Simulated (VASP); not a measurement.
Consider the following.

```xyz
1
Lattice="0.0000 1.9431 1.9431 1.9431 0.0000 1.9431 1.9431 1.9431 0.0000" Properties=species:S:1:pos:R:3 pbc="T T T"
Pd     0.0000     0.0000     0.0000
```

These are PBE GGA with D3 dispersion (zero damping), VASP's PBE PAW potentials (set 64) (plane waves; VASP) values and carry that method's errors. Run with 520 eV cut-off, Gaussian smearing of 0.050 eV, potentials Pd.

**Question.** Estimate the band gap (along the path) with the smallest direct gap where there is one.

**Answer.** 
| Quantity | Result |
|---|---|
| band gap (along the path) | none (metal, semimetal or under 0.01 eV) |

Only differences to runs with the same potentials and settings are physical.

The compound is Pd in the fcc structure. It was relaxed first.
